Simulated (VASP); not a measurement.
VASP runs on HfO2 (fluorite) share one base input (PBE GGA, plane waves, VASP's PBE PAW potentials (set 64)) and change the settings named in each case.

### POSCAR
```
HfO2
1
    0.0000000000     2.5400000000     2.5400000000
    2.5400000000     0.0000000000     2.5400000000
    2.5400000000     2.5400000000     0.0000000000
Hf O
1 2
Direct
  0.0000000000   0.0000000000   0.0000000000
  0.2500000000   0.2500000000   0.2500000000
  0.7500000000   0.7500000000   0.7500000000
```

KPOINTS:
```
Automatic mesh
0
Gamma
8 8 8
0 0 0
```

INCAR:
```
SYSTEM = HfO2
PREC = Accurate
ENCUT = 520
EDIFF = 1E-6
NELM = 100
ALGO = Normal
LREAL = .FALSE.
LASPH = .TRUE.
ISMEAR = 0
SIGMA = 0.05
GGA = PE
LMAXMIX = 6
LWAVE = .FALSE.
LCHARG = .FALSE.
ISIF = 2
```

POTCAR, in this order: Hf_pv O (PBE.64 set). Program: vasp_std.

```json
[
 {"change": "base run", "irreducible k-points": "29"},
 {"change": "ISYM = -1", "irreducible k-points": "512"},
 {"change": "ISYM = 0", "irreducible k-points": "260"},
 {"change": "ISYM = 1", "irreducible k-points": "29"},
 {"change": "ISYM = 3 (crashed)", "irreducible k-points": "29"},
 {"change": "SYMPREC = 1E-3", "irreducible k-points": "29"}
]
```
 Unless said otherwise, spin-orbit coupling is left out, though it shifts the bands of the heavy elements here.

Left out are runs that ran out of time, are held back, or changed the cell or the kind of run, fixed moments of cells without a moment, rows past the twelfth, gaps on odd meshes, pressures of charged cells and columns that move by less than the noise.

The compound is HfO2 in the fluorite structure, the high-temperature cubic form, which is unstable at 0 K; the monoclinic form is the stable one. The cell was not relaxed at this level.
